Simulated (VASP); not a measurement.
Level of theory: PBE GGA, VASP's PBE PAW potentials (set 64) (plane waves; VASP).

The input files of a VASP run:

INCAR:
```
! general
SYSTEM = MgS
PREC   = Accurate
ENCUT  = 300   ! plane-wave cut-off (eV)
LREAL  = .False.   ! projection in real space or not
LASPH  = .True.   ! aspherical one-centre terms

! electronic loop
EDIFF  = 1E-6
NELM   = 100
ALGO   = Normal

! smearing
ISMEAR = 0   ! Gaussian
SIGMA  = 0.01   ! width (eV)

! functional
GGA    = PE

! ions
ISIF   = 2

! output
LWAVE  = .False.
LCHARG = .False.
```

File KPOINTS:
```
Automatic mesh
0
Gamma
10 10 10
0.5 0.5 0.5
```

File POSCAR:
```
MgS
1
    0.0000000000     2.6044000000     2.6044000000
    2.6044000000     0.0000000000     2.6044000000
    2.6044000000     2.6044000000     0.0000000000
Mg S
1 1
Direct
  0.0000000000   0.0000000000   0.0000000000
  0.5000000000   0.5000000000   0.5000000000
```

POTCAR, in this order: Mg S (PBE.64 set). Program: vasp_std.

Estimate the energy per atom (σ→0).

The energy per atom (σ→0) is -4.250 eV/atom.

File OSZICAR:
```
...
DAV:   6    -0.854080088214E+01    0.36478E+00   -0.94346E-01  1856   0.480E+00    0.349E+00
DAV:   7    -0.850042779952E+01    0.40373E-01   -0.23751E-01  2320   0.259E+00    0.231E+00
DAV:   8    -0.850053444615E+01   -0.10665E-03   -0.13199E-02  2088   0.955E-01    0.877E-01
DAV:   9    -0.850036545423E+01    0.16899E-03   -0.52327E-04  2208   0.182E-01    0.269E-01
DAV:  10    -0.850040448216E+01   -0.39028E-04   -0.14009E-04  2528   0.774E-02    0.135E-02
DAV:  11    -0.850040209473E+01    0.23874E-05   -0.19444E-05  2080   0.227E-02    0.107E-02
DAV:  12    -0.850040205630E+01    0.38423E-07   -0.38466E-07  1088   0.534E-03
   1 F= -.85004021E+01 E0= -.85004021E+01  d E =-.105857E-48
```

The structure comes from a computed database's MgS entry; how it stands against other phases isn't given here. The cell was not relaxed at this level. The run is one of a series of settings (KPOINTS 10×10×10 Γ-centred mesh shifted by (0.5, 0.5, 0.5) against the base run), some of them coarse on purpose.
